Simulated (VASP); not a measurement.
Here is the system:

```
PtGe2
1.0
    4.57742     0.00000     0.00000
   -2.28871     3.96416     0.00000
    0.00000     0.00000     2.74203
Pt Ge
1 2
Direct
  0.00000   0.00000   0.00000
  0.33333   0.66667   0.50000
  0.66667   0.33333   0.50000
```

The numbers are results of PBEsol GGA, VASP's PBE PAW potentials (set 64) (plane waves; VASP 6.6.1), not measurements. Settings: 400 eV cut-off, Gaussian smearing of 0.050 eV, potentials Pt Ge_d.

**Question.** Give the energies of bands 12 to 22 at the high-symmetry points, in eV from the Fermi level.

**Answer.** 
| band | Γ | M | K | A | L | H |
|---|---|---|---|---|---|---|
| 12 | -6.02 | -10.52 | -10.78 | -7.06 | -6.34 | -7.83 |
| 13 | -5.54 | -6.08 | -7.82 | -4.55 | -5.26 | -4.64 |
| 14 | -5.54 | -4.91 | -4.59 | -4.55 | -4.94 | -4.64 |
| 15 | -5.24 | -3.96 | -3.24 | -2.92 | -4.72 | -3.27 |
| 16 | -1.35 | -3.36 | -3.24 | -2.92 | -2.48 | -2.61 |
| 17 | -1.35 | -1.50 | -1.44 | -1.68 | -2.37 | -2.46 |
| 18 | -0.75 | -1.36 | -1.44 | -0.67 | -2.04 | -2.46 |
| 19 | -0.75 | -1.16 | 1.73 | -0.67 | 0.01 | -1.59 |
| 20 | 0.60 | 3.61 | 1.73 | -0.55 | 0.57 | -1.59 |
| 21 | 0.60 | 4.88 | 2.10 | 0.56 | 0.93 | 2.95 |
| 22 | 1.22 | 6.55 | 6.78 | 5.16 | 3.32 | 5.06 |

It has no gap at this level: it comes out as a metal or semimetal.

The structure was generated: Ge2Pt was put into the AlB2 type (P6/mmm), which need not be its known phase. It was relaxed first, which changed the volume by -41 %.
